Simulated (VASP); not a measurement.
# La2O3: optical spectrum, part 2 of 3

Aim: the dielectric function of La2O3 for independent particles, and its static limit with local fields. The cell has space group P-3m1, a computed entry that need not be the common form of this compound. The start is a computed cell from the Materials Project.

VASP 6.6.1, plane waves and PAW; the level of theory is named at each step.

So far. Step 2 (Ground state): The cell has a gap of 3.91 eV on this mesh. Spin-orbit coupling is left out, which can shift or reorder these edges.

## 4. Static response with local fields

Level of this step: PBE; plane waves and PAW (La, O) (VASP).

Perturbation theory (LEPSILON) gives the dielectric tensor with local fields, and the Born charges.

Contents of INCAR:

```
SYSTEM = La2O3
PREC = Accurate
ENCUT = 520
EDIFF = 1E-08
NELM = 100
ISMEAR = 0
SIGMA = 0.01
LREAL = .FALSE.
ALGO = Normal
GGA = PE
NBANDS = 26
LASPH = .TRUE.
LWAVE = .FALSE.
LCHARG = .FALSE.
KPAR = 4
LEPSILON = .TRUE.
```

Contents of POSCAR:

```
La2O3
1.0
    3.9307778780      0.0000000000      0.0000000000
   -1.9653889390      3.4041534990      0.0000000000
    0.0000000000      0.0000000000      6.1119535200
La O
2 3
Direct
    0.3333333333      0.6666666667      0.2462356800
    0.6666666667      0.3333333333      0.7537643200
    0.0000000000      0.0000000000      0.0000000000
    0.3333333333      0.6666666667      0.6458906500
    0.6666666667      0.3333333333      0.3541093500
```

Contents of KPOINTS:

```
Automatic mesh
0
Gamma
9 9 5
0 0 0
```

PAW data sets: La and O (PBE family, release 64).

The run is started by

```sh
$ mpirun -np 4 vasp_std
```

Output:

```text
[... set-up lines as in an earlier step ...]
 entering main loop
       N       E                     dE             d eps       ncg     rms          rms(c)
DAV:   1     0.476694696677E+03    0.47669E+03   -0.15731E+04  2680   0.237E+03
DAV:   2     0.883018840396E+02   -0.38839E+03   -0.37793E+03  3632   0.377E+02
DAV:   3    -0.307061878002E+02   -0.11901E+03   -0.11603E+03  4464   0.204E+02
DAV:   4    -0.465104879203E+02   -0.15804E+02   -0.15778E+02  4466   0.803E+01
DAV:   5    -0.474792680717E+02   -0.96878E+00   -0.96822E+00  4432   0.231E+01    0.149E+01
DAV:   6    -0.418376573434E+02    0.56416E+01   -0.50671E+01  4112   0.409E+01    0.756E+00
DAV:   7    -0.418206882681E+02    0.16969E-01   -0.55782E+00  5072   0.230E+01    0.348E+00
DAV:   8    -0.418156492723E+02    0.50390E-02   -0.53695E-01  4552   0.605E+00    0.126E+00
DAV:   9    -0.418139087581E+02    0.17405E-02   -0.82414E-02  4640   0.233E+00    0.378E-01
DAV:  10    -0.418162822137E+02   -0.23735E-02   -0.33932E-02  4456   0.120E+00    0.189E-01
DAV:  11    -0.418171283420E+02   -0.84613E-03   -0.10156E-02  4464   0.763E-01    0.126E-01
DAV:  12    -0.418174068475E+02   -0.27851E-03   -0.23133E-03  4096   0.354E-01    0.608E-02
DAV:  13    -0.418174343442E+02   -0.27497E-04   -0.12043E-03  4584   0.229E-01    0.235E-02
DAV:  14    -0.418174431912E+02   -0.88469E-05   -0.21228E-04  4096   0.101E-01    0.172E-02
DAV:  15    -0.418174385039E+02    0.46873E-05   -0.68474E-05  4720   0.602E-02    0.272E-03
DAV:  16    -0.418174391986E+02   -0.69478E-06   -0.79627E-06  4360   0.183E-02    0.573E-03
DAV:  17    -0.418174385377E+02    0.66097E-06   -0.31667E-06  4576   0.121E-02    0.131E-03
DAV:  18    -0.418174385800E+02   -0.42331E-07   -0.61621E-07  4200   0.519E-03    0.363E-04
DAV:  19    -0.418174385718E+02    0.82437E-08   -0.67777E-08  3720   0.228E-03
   1 F= -.41817439E+02 E0= -.41817439E+02  d E =-.107355E-27
 Linear response reoptimize wavefunctions to high precision
DAV:   1    -0.418174385669E+02    0.48626E-08   -0.78447E-08  4416   0.191E-03
DAV:   2    -0.418174385675E+02   -0.57207E-09   -0.63593E-09  3200   0.603E-04
DAV:   3    -0.418174385675E+02    0.22737E-10   -0.39701E-10  2480   0.303E-04
 Linear response G [H, r] |phi>, progress :
  Direction:   1
       N       E                     dE             d eps       ncg     rms
 LRF_COMMUTATOR internal error: the vector H(1)-e(1) S(1) |phi(0)> is not orthog
 onal to |phi(0)> (2.011532534804641E-004,-2.138046684141415E-015)
 LRF_COMMUTATOR internal error: the vector H(1)-e(1) S(1) |phi(0)> is not orthog
 onal to |phi(0)> (-1.624911680397826E-004,7.415726019366353E-015)
RMM:   1    -0.148620021496E+03   -0.14862E+03    0.66790E+02  4359   0.289E+02
 LRF_COMMUTATOR internal error: the vector H(1)-e(1) S(1) |phi(0)> is not orthog
 onal to |phi(0)> (2.011532534804641E-004,-2.138046684141415E-015)
 LRF_COMMUTATOR internal error: the vector H(1)-e(1) S(1) |phi(0)> is not orthog
 onal to |phi(0)> (-1.624911680397826E-004,7.415726019366353E-015)
RMM:   2    -0.126331524960E+03    0.22288E+02   -0.10711E+02  4372   0.100E+02
 LRF_COMMUTATOR internal error: the vector H(1)-e(1) S(1) |phi(0)> is not orthog
 onal to |phi(0)> (2.011532534804641E-004,-2.138046684141415E-015)
 LRF_COMMUTATOR internal error: the vector H(1)-e(1) S(1) |phi(0)> is not orthog
 onal to |phi(0)> (-1.624911680397826E-004,7.415726019366353E-015)
RMM:   3    -0.137372138793E+03   -0.11041E+02   -0.87937E+01  6184   0.358E+01
RMM:   4    -0.139263232059E+03   -0.18911E+01   -0.90787E+00  6535   0.141E+01
RMM:   5    -0.139960358075E+03   -0.69713E+00   -0.35245E+00  6696   0.683E+00
RMM:   6    -0.140212426028E+03   -0.25207E+00   -0.98450E-01  6690   0.410E+00
RMM:   7    -0.140283354926E+03   -0.70929E-01   -0.38297E-01  6565   0.231E+00
RMM:   8    -0.140311663889E+03   -0.28309E-01   -0.13620E-01  6381   0.149E+00
RMM:   9    -0.140321225425E+03   -0.95615E-02   -0.63438E-02  6261   0.930E-01
RMM:  10    -0.140325210646E+03   -0.39852E-02   -0.25086E-02  6195   0.638E-01
RMM:  11    -0.140326842701E+03   -0.16321E-02   -0.11933E-02  6000   0.458E-01
RMM:  12    -0.140327566485E+03   -0.72378E-03   -0.61348E-03  5877   0.350E-01
RMM:  13    -0.140327839404E+03   -0.27292E-03   -0.37245E-03  5761   0.279E-01
RMM:  14    -0.140327968979E+03   -0.12958E-03   -0.26620E-03  5733   0.245E-01
RMM:  15    -0.140328068906E+03   -0.99927E-04   -0.35920E-03  5752   0.221E-01
RMM:  16    -0.140328075650E+03   -0.67438E-05   -0.14927E-03  5706   0.215E-01
RMM:  17    -0.140328128476E+03   -0.52826E-04   -0.18522E-03  5742   0.204E-01
RMM:  18    -0.140328109938E+03    0.18538E-04   -0.12501E-03  5718   0.200E-01
RMM:  19    -0.140328139152E+03   -0.29214E-04   -0.15427E-03  5787   0.196E-01
 Linear response G [H, r] |phi>, progress :
  Direction:   2
       N       E                     dE             d eps       ncg     rms
 LRF_COMMUTATOR internal error: the vector H(1)-e(1) S(1) |phi(0)> is not orthog
 onal to |phi(0)> (-1.527643473916967E-004,6.917209860457518E-015)
RMM:   1    -0.153042625899E+03   -0.15304E+03    0.61260E+02  4355   0.283E+02
 LRF_COMMUTATOR internal error: the vector H(1)-e(1) S(1) |phi(0)> is not orthog
 onal to |phi(0)> (-1.527643473916967E-004,6.917209860457518E-015)
RMM:   2    -0.126708331556E+03    0.26334E+02   -0.11716E+02  4420   0.100E+02
 LRF_COMMUTATOR internal error: the vector H(1)-e(1) S(1) |phi(0)> is not orthog
 onal to |phi(0)> (-1.527643473916967E-004,6.917209860457518E-015)
RMM:   3    -0.138410338813E+03   -0.11702E+02   -0.91665E+01  6203   0.362E+01
RMM:   4    -0.140262875258E+03   -0.18525E+01   -0.99251E+00  6536   0.146E+01
RMM:   5    -0.141002011497E+03   -0.73914E+00   -0.34135E+00  6826   0.698E+00
RMM:   6    -0.141220527823E+03   -0.21852E+00   -0.10356E+00  6732   0.410E+00
RMM:   7    -0.141287948763E+03   -0.67421E-01   -0.38782E-01  6755   0.237E+00
RMM:   8    -0.141314492841E+03   -0.26544E-01   -0.13712E-01  6417   0.153E+00
RMM:   9    -0.141323762983E+03   -0.92701E-02   -0.60734E-02  6399   0.958E-01
RMM:  10    -0.141327594902E+03   -0.38319E-02   -0.27223E-02  6213   0.653E-01
RMM:  11    -0.141328681438E+03   -0.10865E-02   -0.17672E-02  6105   0.463E-01
RMM:  12    -0.141329681665E+03   -0.10002E-02   -0.67784E-03  5944   0.351E-01
RMM:  13    -0.141329774719E+03   -0.93054E-04   -0.49730E-03  5875   0.283E-01
RMM:  14    -0.141330083566E+03   -0.30885E-03   -0.24504E-03  5736   0.250E-01
RMM:  15    -0.141330027800E+03    0.55766E-04   -0.40400E-03  5833   0.223E-01
RMM:  16    -0.141329922811E+03    0.10499E-03   -0.58398E-04  5734   0.214E-01
RMM:  17    -0.141330013369E+03   -0.90558E-04   -0.18877E-03  5831   0.203E-01
[...]
RMM:   3    -0.811880935504E+00   -0.10462E+00   -0.10770E-01 10390   0.312E+00    0.698E-01
RMM:   4    -0.857609417088E+00   -0.45728E-01    0.67063E-03 11801   0.236E+00    0.206E-01
RMM:   5    -0.877135687725E+00   -0.19526E-01    0.41018E-02 15093   0.125E+00    0.130E-01
RMM:   6    -0.914008532585E+00   -0.36873E-01   -0.10731E-01 15196   0.906E-01    0.433E-02
RMM:   7    -0.920447017142E+00   -0.64385E-02   -0.39678E-02 15390   0.446E-01    0.574E-02
RMM:   8    -0.923633095132E+00   -0.31861E-02   -0.89317E-03 16286   0.246E-01    0.512E-02
RMM:   9    -0.925394860745E+00   -0.17618E-02   -0.39808E-03 16029   0.171E-01    0.449E-02
RMM:  10    -0.926199130730E+00   -0.80427E-03   -0.15170E-03 15317   0.135E-01    0.311E-02
RMM:  11    -0.928407495301E+00   -0.22084E-02   -0.87020E-04 15730   0.110E-01    0.417E-03
RMM:  12    -0.928610485013E+00   -0.20299E-03   -0.43386E-04 15645   0.650E-02    0.201E-03
RMM:  13    -0.928690331966E+00   -0.79847E-04   -0.30035E-04 14889   0.488E-02    0.346E-03
RMM:  14    -0.928857994643E+00   -0.16766E-03   -0.25631E-04 15819   0.399E-02    0.156E-03
RMM:  15    -0.928872626218E+00   -0.14632E-04   -0.21549E-04 14534   0.316E-02    0.173E-03
RMM:  16    -0.928899128510E+00   -0.26502E-04   -0.19065E-04 15237   0.252E-02    0.215E-03
RMM:  17    -0.928887060535E+00    0.12068E-04   -0.17052E-04 14279   0.233E-02    0.291E-03
RMM:  18    -0.928892642439E+00   -0.55819E-05   -0.15388E-04 14491   0.198E-02    0.326E-03
RMM:  19    -0.928909852621E+00   -0.17210E-04   -0.14463E-04 14327   0.190E-02    0.316E-03
RMM:  20    -0.928945191875E+00   -0.35339E-04   -0.13494E-04 14715   0.179E-02    0.259E-03
RMM:  21    -0.928957492407E+00   -0.12301E-04   -0.12567E-04 14416   0.169E-02    0.254E-03
RMM:  22    -0.928967696787E+00   -0.10204E-04   -0.11686E-04 14380   0.161E-02    0.248E-03
RMM:  23    -0.928963520491E+00    0.41763E-05   -0.10742E-04 14257   0.156E-02    0.284E-03
 change of polarisation eV/A/(eV/A) component  1 :     1.723     0.000     0.017
 dielectric tensor                  component  1 :     4.812     0.001     0.038
 Linear response to external field, progress :
  Direction:   2
       N       E                     dE             d eps       ncg     rms          rms(c)
RMM:   1    -0.289762076881E+00   -0.28976E+00   -0.97214E+00  5980   0.790E+01
RMM:   2    -0.709276115183E+00   -0.41951E+00    0.12887E-01  9966   0.795E+00    0.108E+00
RMM:   3    -0.811859137366E+00   -0.10258E+00   -0.11135E-01 10481   0.314E+00    0.699E-01
RMM:   4    -0.858986838551E+00   -0.47128E-01   -0.58856E-03 11852   0.237E+00    0.209E-01
RMM:   5    -0.879826025225E+00   -0.20839E-01    0.29071E-02 15121   0.124E+00    0.132E-01
RMM:   6    -0.916551198678E+00   -0.36725E-01   -0.93254E-02 15233   0.860E-01    0.458E-02
RMM:   7    -0.921075635478E+00   -0.45244E-02   -0.33533E-02 15463   0.419E-01    0.570E-02
RMM:   8    -0.923920048921E+00   -0.28444E-02   -0.90307E-03 16556   0.245E-01    0.480E-02
RMM:   9    -0.925488846496E+00   -0.15688E-02   -0.39023E-03 16347   0.171E-01    0.409E-02
RMM:  10    -0.926574790207E+00   -0.10859E-02   -0.16163E-03 15565   0.132E-01    0.257E-02
RMM:  11    -0.928482489919E+00   -0.19077E-02   -0.88866E-04 15919   0.106E-01    0.325E-03
RMM:  12    -0.928622238193E+00   -0.13975E-03   -0.42411E-04 15935   0.656E-02    0.219E-03
RMM:  13    -0.928729658090E+00   -0.10742E-03   -0.24766E-04 15621   0.489E-02    0.269E-03
RMM:  14    -0.928903279283E+00   -0.17362E-03   -0.15203E-04 15913   0.403E-02    0.840E-04
RMM:  15    -0.928875872933E+00    0.27406E-04   -0.10880E-04 14885   0.309E-02    0.173E-03
RMM:  16    -0.928947115346E+00   -0.71242E-04   -0.87334E-05 15456   0.256E-02    0.104E-03
RMM:  17    -0.928930314803E+00    0.16801E-04   -0.75320E-05 14540   0.226E-02    0.196E-03
RMM:  18    -0.928905739027E+00    0.24576E-04   -0.64008E-05 14789   0.195E-02    0.296E-03
RMM:  19    -0.928918701148E+00   -0.12962E-04   -0.61377E-05 14401   0.182E-02    0.298E-03
RMM:  20    -0.928930413490E+00   -0.11712E-04   -0.52147E-05 14486   0.168E-02    0.294E-03
RMM:  21    -0.928955517590E+00   -0.25104E-04   -0.48035E-05 14601   0.162E-02    0.254E-03
 change of polarisation eV/A/(eV/A) component  2 :     0.000     1.723     0.000
 dielectric tensor                  component  2 :     0.001     4.812     0.000
 Linear response to external field, progress :
  Direction:   3
       N       E                     dE             d eps       ncg     rms          rms(c)
RMM:   1    -0.280615964249E+00   -0.28062E+00   -0.74797E+00  2602   0.726E+01
RMM:   2    -0.672495841150E+00   -0.39188E+00    0.41649E-01  4300   0.860E+00    0.111E+00
RMM:   3    -0.796156744474E+00   -0.12366E+00   -0.16048E-01  4809   0.336E+00    0.698E-01
RMM:   4    -0.847602929973E+00   -0.51446E-01   -0.81188E-02  5217   0.234E+00    0.240E-01
RMM:   5    -0.875181579618E+00   -0.27579E-01   -0.39513E-02  6426   0.110E+00    0.150E-01
RMM:   6    -0.898594532360E+00   -0.23413E-01   -0.44797E-02  5960   0.803E-01    0.535E-02
RMM:   7    -0.899208508163E+00   -0.61398E-03   -0.12187E-02  6323   0.387E-01    0.436E-02
RMM:   8    -0.901276767549E+00   -0.20683E-02   -0.37189E-03  6841   0.228E-01    0.361E-02
RMM:   9    -0.902435318741E+00   -0.11586E-02   -0.20744E-03  6625   0.168E-01    0.199E-02
RMM:  10    -0.903668930986E+00   -0.12336E-02   -0.63964E-04  6734   0.119E-01    0.564E-03
RMM:  11    -0.903641101557E+00    0.27829E-04   -0.41900E-04  6875   0.737E-02    0.595E-03
RMM:  12    -0.903925978437E+00   -0.28488E-03   -0.11986E-04  6515   0.574E-02    0.196E-03
RMM:  13    -0.904061515897E+00   -0.13554E-03   -0.10700E-04  6735   0.404E-02    0.133E-03
RMM:  14    -0.904021188733E+00    0.40327E-04   -0.25354E-05  6346   0.325E-02    0.210E-03
RMM:  15    -0.904107319109E+00   -0.86130E-04   -0.35933E-05  6525   0.261E-02    0.883E-04
RMM:  16    -0.904125266094E+00   -0.17947E-04   -0.11792E-05  6151   0.226E-02    0.120E-03
RMM:  17    -0.904172297753E+00   -0.47032E-04   -0.82402E-06  6412   0.192E-02    0.320E-04
RMM:  18    -0.904182707054E+00   -0.10409E-04    0.76242E-06  6067   0.177E-02    0.459E-04
RMM:  19    -0.904198592217E+00   -0.15885E-04    0.25343E-06  6238   0.159E-02    0.279E-04
RMM:  20    -0.904222463870E+00   -0.23872E-04    0.51967E-06  6267   0.158E-02    0.287E-04
RMM:  21    -0.904204847762E+00    0.17616E-04   -0.20135E-07  6059   0.148E-02    0.441E-04
RMM:  22    -0.904213347509E+00   -0.84997E-05    0.67132E-06  6109   0.142E-02    0.270E-04
RMM:  23    -0.904218999918E+00   -0.56524E-05    0.91207E-06  6078   0.139E-02    0.186E-04
RMM:  24    -0.904214858739E+00    0.41412E-05    0.43968E-06  6024   0.138E-02    0.397E-04
RMM:  25    -0.904218658928E+00   -0.38002E-05    0.73625E-06  6081   0.136E-02    0.341E-04
RMM:  26    -0.904222046899E+00   -0.33880E-05    0.52201E-06  6058   0.135E-02    0.288E-04
RMM:  27    -0.904230461178E+00   -0.84143E-05    0.40795E-06  6121   0.135E-02    0.736E-05
RMM:  28    -0.904233370024E+00   -0.29088E-05    0.41868E-06  6027   0.135E-02    0.276E-05
RMM:  29    -0.904234136585E+00   -0.76656E-06    0.43393E-06  6028   0.134E-02    0.281E-05
RMM:  30    -0.904234757975E+00   -0.62139E-06    0.22234E-06  6009   0.133E-02    0.358E-05
RMM:  31    -0.904235761458E+00   -0.10035E-05    0.43766E-06  6046   0.133E-02    0.208E-05
RMM:  32    -0.904234532380E+00    0.12291E-05    0.10566E-06  6044   0.133E-02    0.844E-05
RMM:  33    -0.904234314131E+00    0.21825E-06    0.17576E-06  6060   0.133E-02    0.105E-04
RMM:  34    -0.904234467203E+00   -0.15307E-06    0.10399E-06  6101   0.133E-02    0.113E-04
RMM:  35    -0.904234211069E+00    0.25613E-06    0.78972E-07  6114   0.133E-02    0.129E-04
RMM:  36    -0.904234306311E+00   -0.95242E-07   -0.14829E-07  6161   0.133E-02    0.136E-04
RMM:  37    -0.904234180239E+00    0.12607E-06    0.83168E-07  6159   0.134E-02    0.144E-04
RMM:  38    -0.904235052087E+00   -0.87185E-06    0.47699E-07  6200   0.134E-02    0.123E-04
 change of polarisation eV/A/(eV/A) component  3 :     0.027    -0.018     1.678
 dielectric tensor                  component  3 :     0.061    -0.040     4.713
 Born effective charges drift removed
```

Run time: 7.8 min. Hardware: 4 MPI ranks of Intel Xeon 6975P-C (Granite Rapids), shared host; peak memory 2.7 GiB; 27 min of CPU time.

Parts of OUTCAR (step 4):

```text
The static configuration has the point symmetry D_3d.

 Found     50 irreducible k-points:

   k-points           NKPTS =     50   k-points in BZ     NKDIM =     50   number of bands    NBANDS=     26

   NELECT =      40.0000    total number of electrons

  Total        0.7594461      0.7594461      0.9275516      0.0000000      0.0000000      0.0000000
  in kB       14.8778382     14.8778382     18.1710897      0.0000000      0.0000000      0.0000000
  external PRESSURE =      15.9755887 kB  Pullay stress =       0.0000000 kB

 POSITION                                       TOTAL-FORCE (eV/Angst)
 -----------------------------------------------------------------------------------
     -0.00000      2.26944      1.50498        -0.000000      0.000000     -0.002434
      1.96539      1.13472      4.60697         0.000000     -0.000000      0.002434
      0.00000      0.00000      0.00000        -0.000000      0.000000      0.000000
     -0.00000      2.26944      3.94765        -0.000000     -0.000000      0.011463
      1.96539      1.13472      2.16430         0.000000      0.000000     -0.011463
 -----------------------------------------------------------------------------------
    total drift:                               -0.000000      0.000000      0.000000

 MACROSCOPIC STATIC DIELECTRIC TENSOR (including local field effects in DFT)
 ------------------------------------------------------
           4.812310     0.000000     0.000000
          -0.000000     4.812310    -0.000000
           0.000000    -0.000000     4.712801
 ------------------------------------------------------

 PIEZOELECTRIC TENSOR (including local field effects)  for field in x, y, z        (C/m^2)
          XX          YY          ZZ          XY          YZ          ZX
  --------------------------------------------------------------------------------
  x     0.00000     0.00000     0.00000     0.00000     0.00000     0.00000
  y     0.00000     0.00000     0.00000     0.00000     0.00000     0.00000
  z     0.00000     0.00000     0.00000     0.00000     0.00000     0.00000

 BORN EFFECTIVE CHARGES (including local field effects) (in |e|, cummulative output)
 ---------------------------------------------------------------------------------
 ion    1
    1     4.21713     0.00000     0.00000
    2     0.00000     4.21713     0.00000
    3     0.00000     0.00000     3.83602
 ion    2
    1     4.21713     0.00000     0.00000
    2     0.00000     4.21713     0.00000
    3     0.00000     0.00000     3.83602
 ion    3
    1    -2.71336     0.00000     0.00000
    2     0.00000    -2.71336     0.00000
    3     0.00000     0.00000    -2.58489
 ion    4
    1    -2.86045     0.00000     0.00000
    2     0.00000    -2.86045     0.00000
    3    -0.00000    -0.00000    -2.54358
 ion    5
    1    -2.86045     0.00000     0.00000
    2     0.00000    -2.86045     0.00000
    3     0.00000     0.00000    -2.54358

[... 7 parts as in an earlier step ...]

[... 1 further part left out ...]
```

Energies printed during the response cycles are not total energies of the cell.

Numbers from this step:

| Item | Value |
| --- | --- |
| Fermi energy | 6.006 eV |

Electronic dielectric tensor with local fields:

```
4.81 0.00 0.00
0.00 4.81 0.00
0.00 0.00 4.71
```

Born effective charge (e), principal values of the symmetric part by kind of site:

| atom | atoms with these values | low | middle | high | mean |
| --- | --- | --- | --- | --- | --- |
| La1 | 2 | 3.84 | 4.22 | 4.22 | 4.09 |
| O3 | 1 | -2.71 | -2.71 | -2.58 | -2.67 |
| O4 | 2 | -2.86 | -2.86 | -2.54 | -2.75 |

In full for O4:

```
-2.86  0.00  0.00
 0.00 -2.86  0.00
 0.00  0.00 -2.54
```

The mean electronic (clamped-ion) dielectric constant is 4.78.

(Continued in part 3 of 3.)

[Lines on the potential files, build, host, timing and source positions are cut from VASP's logs without a mark.]

[Logs are printed without paths, hosts, clocks, repeated set-up lines and the standing remarks that a program may print on its own settings, such as how far it seeks lower states.]

[Hosts, paths, dates, database ids (printed as entryN), source tags and the programs' standing remarks are cut or masked in the printed files.]
